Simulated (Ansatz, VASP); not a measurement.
# Cross-check of Be72H143 (V_H1) between VASP and Ansatz, part 2 of 2

Wanted: the spread between two codes on one cell, functional and k mesh. The cell is taken from a series of runs on this material, whose earlier steps may have relaxed, scaled, displaced or heated it; both programs get it as it stands.

VASP 6.6.1 and Ansatz 0.2.0.

So far. Step 2 (VASP: single point, PBEsol): The run ends at a pressure of -0.35 GPa, with forces up to 5.0 eV/Å.

## 3. Ansatz: single point, PBEsol

Level of this step: Ansatz beside VASP: Kohn-Sham DFT, plane waves, PBEsol (Ansatz).

Ansatz runs on its default PAW (the set named soft_2) files.

The same cell, functional, mesh and smearing now go to Ansatz.

input.yaml reads:

```yaml
crystal:
  lattice:
    - [11.97997845, 0.0, 0.0]
    - [3.99332615, -8.75735955, 7.53777216]
    - [3.99332615, -8.75735955, -7.53777216]
  atoms:
    - { symbol: Be, position: [0.16594290067, 0.12518762603, 0.37494376392] }
    - { symbol: Be, position: [0.16648499224, 0.37492629985, 0.1249434611] }
    - { symbol: Be, position: [0.2627005544, 0.415510022, 0.41530320579] }
    - { symbol: Be, position: [0.182728037, 0.16596295227, 0.16607506589] }
    - { symbol: Be, position: [0.14939367469, 0.33452702029, 0.33392250967] }
    - { symbol: Be, position: [0.07003748915, 0.08441751971, 0.08444719176] }
    - { symbol: H, position: [0.21652327571, 0.37178186075, 0.2176693109] }
    - { symbol: H, position: [0.21565520413, 0.21833301592, 0.3716324532] }
    - { symbol: H, position: [0.05681250436, 0.46813616385, 0.12116396291] }
    - { symbol: H, position: [0.27631973674, 0.3782990658, 0.03190447294] }
    - { symbol: H, position: [0.30669723327, 0.15913385854, 0.15920794908] }
    - { symbol: H, position: [0.14673817012, 0.40982137645, 0.40938619423] }
    - { symbol: H, position: [0.02541618201, 0.34163542044, 0.33987313325] }
    - { symbol: H, position: [0.18544211766, 0.09059297403, 0.09060256489] }
    - { symbol: H, position: [0.05558175434, 0.12264075813, 0.46774394123] }
    - { symbol: H, position: [0.27618225793, 0.03339930138, 0.37830604813] }
    - { symbol: H, position: [0.1162421949, 0.28226666846, 0.12804580602] }
    - { symbol: H, position: [0.11528868971, 0.12912821143, 0.28221577077] }
    - { symbol: Be, position: [0.16600296742, 0.12538308742, 0.87483809222] }
    - { symbol: Be, position: [0.16665252983, 0.37478474289, 0.62471686162] }
    - { symbol: Be, position: [0.26201966387, 0.416095394, 0.91563930587] }
    - { symbol: Be, position: [0.1830144098, 0.16592882302, 0.66556200344] }
    - { symbol: Be, position: [0.15005523997, 0.3342841603, 0.83351434884] }
    - { symbol: Be, position: [0.07064574648, 0.08401492506, 0.58368635359] }
    - { symbol: H, position: [0.21717111583, 0.37138610487, 0.71734883613] }
    - { symbol: H, position: [0.21638665187, 0.21802113259, 0.87155982438] }
    - { symbol: H, position: [0.05676515371, 0.46794410911, 0.6214975111] }
    - { symbol: H, position: [0.27647900117, 0.37772393993, 0.5318212625] }
    - { symbol: H, position: [0.3067739272, 0.159521417, 0.65888537363] }
    - { symbol: H, position: [0.1467182531, 0.40996153782, 0.9090240234] }
    - { symbol: H, position: [0.02635860421, 0.34105572642, 0.83924279568] }
    - { symbol: H, position: [0.18579864366, 0.09052508252, 0.59017586107] }
    - { symbol: H, position: [0.05595346297, 0.12242561625, 0.96803012765] }
    - { symbol: H, position: [0.27584213461, 0.03232046344, 0.87845771217] }
    - { symbol: H, position: [0.11590440224, 0.28222705705, 0.62847355388] }
    - { symbol: H, position: [0.11609197744, 0.12853113976, 0.78193501509] }
    - { symbol: Be, position: [0.16687440357, 0.62559859268, 0.37468412918] }
    - { symbol: Be, position: [0.16628200521, 0.87514447533, 0.12538224914] }
    - { symbol: Be, position: [0.26443590106, 0.91585045611, 0.41437056037] }
    - { symbol: Be, position: [0.18357556549, 0.6659576058, 0.16595140865] }
    - { symbol: Be, position: [0.15025049687, 0.83521516595, 0.33420526198] }
    - { symbol: Be, position: [0.07161879815, 0.58422954025, 0.08347956497] }
    - { symbol: H, position: [0.21676760363, 0.8723198902, 0.21756504487] }
    - { symbol: H, position: [0.21633379502, 0.71866472657, 0.37158405298] }
    - { symbol: H, position: [0.05623491509, 0.96795734801, 0.1214125017] }
    - { symbol: H, position: [0.27608067904, 0.87850913502, 0.03221221933] }
    - { symbol: H, position: [0.30743200367, 0.65937167747, 0.15947081036] }
    - { symbol: H, position: [0.14755825257, 0.91103195155, 0.40918170595] }
    - { symbol: H, position: [0.02611807169, 0.84319928292, 0.3398568377] }
    - { symbol: H, position: [0.18674697342, 0.59044869797, 0.09027725134] }
    - { symbol: H, position: [0.05679580392, 0.6219236503, 0.46755387938] }
    - { symbol: H, position: [0.27636233535, 0.53215214598, 0.37818802852] }
    - { symbol: H, position: [0.11654277462, 0.78213723668, 0.1284180437] }
    - { symbol: H, position: [0.11649332281, 0.62861159435, 0.28206328844] }
    - { symbol: Be, position: [0.1671076026, 0.62535388831, 0.87396508732] }
    - { symbol: Be, position: [0.16721803411, 0.87513039127, 0.62408482299] }
    - { symbol: Be, position: [0.26165180033, 0.9160120567, 0.91605885588] }
    - { symbol: Be, position: [0.18464839408, 0.66579524439, 0.6651038109] }
    - { symbol: Be, position: [0.1498631267, 0.83432088332, 0.83363609927] }
    - { symbol: Be, position: [0.0714812717, 0.58409911434, 0.58362877131] }
    - { symbol: H, position: [0.21650001521, 0.87210993098, 0.71757212302] }
    - { symbol: H, position: [0.21693157051, 0.71818346643, 0.87125135237] }
    - { symbol: H, position: [0.056605809, 0.9677147388, 0.62159257625] }
[... 46 lines left out ...]
    - { symbol: Be, position: [0.51026873201, 0.60687140804, 0.37903939754] }
    - { symbol: Be, position: [0.49967071876, 0.87256382257, 0.12798657844] }
    - { symbol: Be, position: [0.59450384319, 0.91283377651, 0.4163693556] }
    - { symbol: Be, position: [0.51769483915, 0.66219350376, 0.16787048138] }
    - { symbol: Be, position: [0.48149046718, 0.8273020598, 0.33605604829] }
    - { symbol: Be, position: [0.40500630379, 0.58330001101, 0.08402899461] }
    - { symbol: H, position: [0.54928725091, 0.86993913643, 0.2208764753] }
    - { symbol: H, position: [0.55734192823, 0.71004814676, 0.36715568941] }
    - { symbol: H, position: [0.39046237471, 0.96649969205, 0.12226281784] }
    - { symbol: H, position: [0.60918150425, 0.87560608516, 0.03361414011] }
    - { symbol: H, position: [0.64128207934, 0.65834754883, 0.15986291408] }
    - { symbol: H, position: [0.48057475865, 0.90062037641, 0.41338779814] }
    - { symbol: H, position: [0.35832824463, 0.84052432155, 0.339750399] }
    - { symbol: H, position: [0.520827878, 0.59035117923, 0.08843698726] }
    - { symbol: H, position: [0.38428645812, 0.63102987773, 0.46744385389] }
    - { symbol: H, position: [0.44914387055, 0.77928275565, 0.13313200218] }
    - { symbol: H, position: [0.45264277229, 0.61824272813, 0.28227765977] }
    - { symbol: Be, position: [0.49971764087, 0.62420673953, 0.87494972988] }
    - { symbol: Be, position: [0.50002086022, 0.87429370366, 0.62575650442] }
    - { symbol: Be, position: [0.5948158476, 0.91468371283, 0.91738365958] }
    - { symbol: Be, position: [0.51635655247, 0.66566505587, 0.6658720235] }
    - { symbol: Be, position: [0.48310357371, 0.83343596724, 0.8343552622] }
    - { symbol: Be, position: [0.40680747435, 0.58313611033, 0.57991766149] }
    - { symbol: H, position: [0.55021229369, 0.87142178368, 0.71850746145] }
    - { symbol: H, position: [0.54992499184, 0.71702421786, 0.8713954849] }
    - { symbol: H, position: [0.38993232802, 0.96730235146, 0.62344916633] }
    - { symbol: H, position: [0.60982723045, 0.87784552176, 0.53271283964] }
    - { symbol: H, position: [0.63999359298, 0.66039357767, 0.65948998383] }
    - { symbol: H, position: [0.47976095157, 0.90816235877, 0.91065853309] }
    - { symbol: H, position: [0.35926481191, 0.84019800435, 0.84054903647] }
    - { symbol: H, position: [0.52117452216, 0.59171169787, 0.58754202606] }
    - { symbol: H, position: [0.38981798692, 0.62102119269, 0.96796114922] }
    - { symbol: H, position: [0.60949477864, 0.53131242005, 0.87936839301] }
    - { symbol: H, position: [0.4486032329, 0.78200527069, 0.6303485553] }
    - { symbol: H, position: [0.45054986418, 0.6261239863, 0.78189593633] }
    - { symbol: Be, position: [0.82916288934, 0.12834908297, 0.37570491257] }
    - { symbol: Be, position: [0.8339791599, 0.37589209711, 0.12425536032] }
    - { symbol: Be, position: [0.92884179689, 0.41793344157, 0.41548484237] }
    - { symbol: Be, position: [0.84819128725, 0.16727608188, 0.16670882504] }
    - { symbol: Be, position: [0.81168191462, 0.34256718854, 0.33307937915] }
    - { symbol: Be, position: [0.73677848448, 0.08421285411, 0.08454443723] }
    - { symbol: H, position: [0.88405980064, 0.3735832704, 0.2169347342] }
    - { symbol: H, position: [0.87269974328, 0.2249047987, 0.37509571049] }
    - { symbol: H, position: [0.72460507957, 0.46812948714, 0.11758699848] }
    - { symbol: H, position: [0.94428819878, 0.37747187917, 0.03121122342] }
    - { symbol: H, position: [0.972288415, 0.15961045029, 0.16081110427] }
    - { symbol: H, position: [0.81198535155, 0.41689050255, 0.40798964196] }
    - { symbol: H, position: [0.68721172644, 0.36234485804, 0.33227270184] }
    - { symbol: H, position: [0.85165490191, 0.09134685677, 0.09130765047] }
    - { symbol: H, position: [0.72052825508, 0.12104350175, 0.46844315892] }
    - { symbol: H, position: [0.94039151162, 0.0359628139, 0.37763124171] }
    - { symbol: H, position: [0.78268495739, 0.28365791803, 0.12829393552] }
    - { symbol: H, position: [0.77944686965, 0.13184172306, 0.2826290106] }
    - { symbol: Be, position: [0.83270353753, 0.12542236623, 0.87481692861] }
    - { symbol: Be, position: [0.83279920509, 0.37533743313, 0.6250095271] }
    - { symbol: Be, position: [0.92888308906, 0.41620484092, 0.91542010504] }
    - { symbol: Be, position: [0.84922587063, 0.16627462916, 0.66562380906] }
    - { symbol: Be, position: [0.81640563993, 0.33412000563, 0.83403595049] }
    - { symbol: Be, position: [0.73666380976, 0.08447055638, 0.5837607784] }
    - { symbol: H, position: [0.88321898901, 0.37160189545, 0.71775979861] }
    - { symbol: H, position: [0.88335649281, 0.21791772723, 0.87146718281] }
    - { symbol: H, position: [0.72303814967, 0.468549745, 0.62202267846] }
    - { symbol: H, position: [0.94257525427, 0.3785979791, 0.53188433462] }
    - { symbol: H, position: [0.9729942919, 0.15945350855, 0.65969499726] }
    - { symbol: H, position: [0.81353745339, 0.409724079, 0.90934041949] }
    - { symbol: H, position: [0.69268141076, 0.34013011221, 0.84078675099] }
    - { symbol: H, position: [0.85205006892, 0.09118216743, 0.5898283991] }
    - { symbol: H, position: [0.72297028194, 0.12206426378, 0.96804082674] }
    - { symbol: H, position: [0.94262865095, 0.03242136158, 0.87823514187] }
    - { symbol: H, position: [0.78261333642, 0.28267714118, 0.62806212824] }
    - { symbol: H, position: [0.78247243054, 0.12876954981, 0.78201815713] }
    - { symbol: Be, position: [0.83377077596, 0.62585082303, 0.37483122015] }
    - { symbol: Be, position: [0.83290203524, 0.87495970927, 0.12543359175] }
    - { symbol: Be, position: [0.92805836224, 0.9186546983, 0.41545583346] }
    - { symbol: Be, position: [0.85041214514, 0.66586611733, 0.16572965574] }
    - { symbol: Be, position: [0.81674080297, 0.83434554936, 0.33449880543] }
    - { symbol: Be, position: [0.73871528646, 0.584255651, 0.08302793497] }
    - { symbol: H, position: [0.88309348297, 0.87204942448, 0.21800155679] }
    - { symbol: H, position: [0.88479254752, 0.71830862964, 0.37109863007] }
    - { symbol: H, position: [0.7229531827, 0.96774314913, 0.121734319] }
    - { symbol: H, position: [0.94275192439, 0.87871792556, 0.03235398948] }
    - { symbol: H, position: [0.97409940005, 0.66006674825, 0.15897036373] }
    - { symbol: H, position: [0.81325856227, 0.91048480205, 0.40953337015] }
    - { symbol: H, position: [0.69403449042, 0.83757198376, 0.34162237882] }
    - { symbol: H, position: [0.85390679763, 0.59019170912, 0.09005137252] }
    - { symbol: H, position: [0.72374353588, 0.62216437794, 0.46770079691] }
    - { symbol: H, position: [0.94433103352, 0.53372021268, 0.37908766675] }
    - { symbol: H, position: [0.78313571471, 0.7819671096, 0.12844352119] }
    - { symbol: H, position: [0.78409503914, 0.62775892223, 0.28199541606] }
    - { symbol: Be, position: [0.83360577579, 0.62593786496, 0.87422082552] }
    - { symbol: Be, position: [0.83306190731, 0.87586787505, 0.62486375036] }
    - { symbol: Be, position: [0.92839076035, 0.91616137142, 0.9161249048] }
    - { symbol: Be, position: [0.85025343073, 0.66651899961, 0.66552098351] }
    - { symbol: Be, position: [0.81658777991, 0.83439461841, 0.83395830289] }
    - { symbol: Be, position: [0.73773679003, 0.58469577112, 0.58404838101] }
    - { symbol: H, position: [0.88314380663, 0.87243315042, 0.71780431419] }
    - { symbol: H, position: [0.88449896705, 0.71827603976, 0.87053864026] }
    - { symbol: H, position: [0.72254024778, 0.96811689356, 0.62268875832] }
    - { symbol: H, position: [0.94260052591, 0.8807194863, 0.53174756971] }
    - { symbol: H, position: [0.97396835663, 0.65984945734, 0.65933714468] }
    - { symbol: H, position: [0.8130961981, 0.90963852071, 0.90995428772] }
    - { symbol: H, position: [0.69290021187, 0.839923559, 0.84094849988] }
    - { symbol: H, position: [0.8531404996, 0.59061718515, 0.59057344268] }
    - { symbol: H, position: [0.72362903566, 0.62371731556, 0.9671740304] }
    - { symbol: H, position: [0.9431133019, 0.53251413814, 0.87802853765] }
    - { symbol: H, position: [0.78369528874, 0.78265860319, 0.62754732748] }
    - { symbol: H, position: [0.78315952388, 0.62915544229, 0.78171268158] }
  host:
    repeats: [3, 2, 2]
    atoms:
      - { symbol: Be, position: [0.5, 0.25, 0.75] }
      - { symbol: Be, position: [0.5, 0.75, 0.25] }
      # ... 16 more atoms of the perfect host
total_charge: 1
basis:
  ecutwfc: 420
  xc_grid: 2
hamiltonian:
  xc: pbesol
kpoints:
  mp_grid: { grid: [1, 1, 1] }
scf:
  occupations: { method: fermi_dirac, width: 0.01 }
  max_iter: 100
output:
  forces: true
  charged_corrections:
    epsilon: [3.63, 3.74, 3.59]
    static_epsilon: [4.37, 5.16, 5.26]
    defect_position: [0.610062, 0.532222, 0.378227]
checkpoint:
  read: "../qp1.relax_smeared.run"
  write: "../cc1.qp1.lm0.3.run"
  compress: false
  write_wavefunctions: false
  write_every: 100000
```

Started as:

```console
$ ansatz run input.yaml --threads 4 --pin off --max-ram 7536MiB --backend cpu --events-out ev --progress --plain --runs-dir out
```

Numbers of over 12 decimals in the logs are rounded to 6 here.

The program printed:

```text
Warning: checkpoint.read: the run can stay near the saved state's solution: 215 site(s) moved relative to the saved geometry (max |Δs| = 9.968e-2 fractional); the SCF starts from the saved state under `checkpoint.density_extrapolation: transplant`, in force with no word given; its orbitals are not used off its sites. A run without `checkpoint.read` takes nothing of the state. A lower free energy from it at the same positions (and U, V and field ramp, if any) shows a solution that this start missed, and an equal or higher one rules none out (checkpoint.read, Limitations, in the input reference)
Engine: ansatz 0.2.0, x86_64-unknown-linux-gnu
Pseudopotentials: kind: paw
Pseudopotential: Be, paw, valence charge 2, recommended cutoff 420 eV (normal), Be.paw.azcp
Pseudopotential: H, paw, valence charge 1, recommended cutoff 420 eV (normal), H.paw.azcp
Functional definition: PBEsol
  exchange = pbesol_x
  correlation = pbesol_c
Crystal: 215 atoms, lattice volume = 1581.620 Å³
Basis set: ecut = 420 eV, 30935 PW (Γ), exchange–correlation on 162×180×180 points (8 copies of the dense FFT grid, shifted against one another)
Bands: 358, of which v1, the nominal top of the filled ones, is band 143 counted from 1 (142 counted from 0)
Symmetry: 1 space group operations
Space group: P1 (ITA 1), of the structure as read, at distance tolerance 1.2e-4 Å
k-points: 1
Non-local potential: Be, projectors of the file, l = 0: 2, l = 1: 2, l = 2: 1
Non-local potential: H, projectors of the file, l = 0: 2, l = 1: 1
PAW form: soft (Blöchl's): semilocal exchange-correlation on the pseudo side does not see the compensation charge
[...]
SCF 1 converged in 10 iterations: F = -8747.155935 eV  dr2 = 8.41e-9
[...]
SCF converged after 10 iterations
Free energy (F): -8747.155935 eV
Harris-Foulkes:  -8747.155935 eV  (|F-HF|=6.28e-9)
Internal energy: -8747.155935 eV  (E = F + TS)
E sigma→0 (E₀):  -8747.155935 eV
Fermi energy:    -0.727228 eV
--- Per-component energies (eV) ---
[...]
atom  93  Be     0.03559290     0.02879115     0.00773247
  atom  94  Be     0.05951052     0.08012530    -0.24236488
  atom  95  Be    -0.03072899    -0.06798187    -0.11143851
  atom  96  Be    -0.02760615    -0.04716003    -0.02781199
  atom  97  H     -0.00028412     0.08087423     0.13959242
  atom  98  H      0.02428658    -0.00242743     0.02803632
  atom  99  H      0.00947725    -0.02245441     0.13040401
  atom 100  H     -0.01110510     0.13467735     0.67064426
[...]
atom 212  H     -0.04959145    -0.04707660    -0.04570303
  atom 213  H     -0.00205929    -0.01418006    -0.00219462
  atom 214  H     -0.00877238     0.01520273     0.00251988
  atom 215  H     -0.01428688     0.01544850     0.00314000
  max |Σ_I F_I| component: 2.73e-5 eV/Å
--- Charged-cell corrections in eV (Makov–Payne, q = +1.000 e, ε = [3.630, 3.740, 3.590] of the electrons, [4.370, 5.160, 5.260] with the ions) ---
  F (periodic)     = -8747.155935  (uncorrected; the corrections below are reported, never added to it)
  E_corr1          = +0.484982  (monopole, q²α_M/2ε̄L, of the cell on which ε is isotropic)
  F Makov-Payne    = n/a  (the rows are of the electrons' constant alone; ansatz place-levels tells what screens the charge)
  no potential alignment in this run, which stands beside a crystal: run the host's input off ansatz write-host-input, and read the two finished runs by ansatz place-levels (neither reads a slab, a wire or a sheet, whose cell leaves a vacuum)
--- Band table (eV) ---
  k-point 0: bands = [... 139 lower, -0.9996, -0.9866, -0.9717, -0.9117, -0.5428, 3.7862, 4.0556, 4.2233, ... 19 higher]
```

In the SCF lines HF is the Harris–Foulkes energy and dr2 the Hartree energy of the density residual, in eV; the loop may stop once dr2 is under the threshold and the program's other checks hold. Hψ counts applications of the Hamiltonian.

## 4. Comparison

Known differences besides the potentials themselves: the cutoff is 420 eV in Ansatz and 520 eV in VASP (PREC = Accurate, projectors in real space); Ansatz makes its cores anew for this functional, VASP keeps those of its PBE data sets. Total energies have different zeros and are not compared.

Both answers:

| quantity | Ansatz | VASP | difference |
| --- | --- | --- | --- |
| gap on the k mesh (eV) | 0.369 | 0.369 | 0.000 |

Forces on 8 of the 215 atoms, those with the largest forces and the largest differences (eV/Å; atoms numbered as in POSCAR):

| atom | Ansatz x, y, z | VASP x, y, z |
| --- | --- | --- |
| Be27 | 0.105, 2.796, -4.119 | 0.106, 2.786, -4.105 |
| Be29 | -0.500, 0.452, 0.446 | -0.497, 0.449, 0.444 |
| Be37 | -1.838, -2.813, 3.732 | -1.828, -2.803, 3.722 |
| H126 | 0.915, -0.775, 0.517 | 0.909, -0.779, 0.515 |
| H146 | -0.229, 0.446, -0.538 | -0.219, 0.445, -0.538 |
| H153 | 0.401, 0.546, -0.096 | 0.389, 0.543, -0.090 |
| H155 | 0.423, -0.101, -0.738 | 0.412, -0.101, -0.740 |
| H174 | -0.256, -0.648, 0.307 | -0.263, -0.640, 0.308 |

The forces differ by 5.7 meV/Å r.m.s., which is 1.9 % of the r.m.s. force of 0.302 eV/Å (both taken over all components). A gap on the mesh is an upper bound, since the band edges may lie between its points. The cell carries a charge of +1 e against a uniform background, so its pressure also hangs on how the neutralising background is counted, and in a defect's cell a gap may be the spacing between its levels.

## 5. Summary of results

```yaml
r_m_s_force_difference_single_point_pbesol: 1.9 % of the r.m.s. force
```

**Reading.** The r.m.s. force difference is 1.9 % of the r.m.s. force (single point, PBEsol), within the 3 % picked in this series as the mark of a large difference. How closely two codes agree says nothing of how well the functional describes the real material.

[Lines on the potential files, build, host, timing and source positions are cut from VASP's logs without a mark.]

[Logs are printed without paths, hosts, clocks, repeated set-up lines and the standing remarks that a program may print on its own settings, such as how far it seeks lower states.]

[Hosts, paths, dates, database ids (printed as entryN), source tags and the programs' standing remarks are cut or masked in the printed files.]
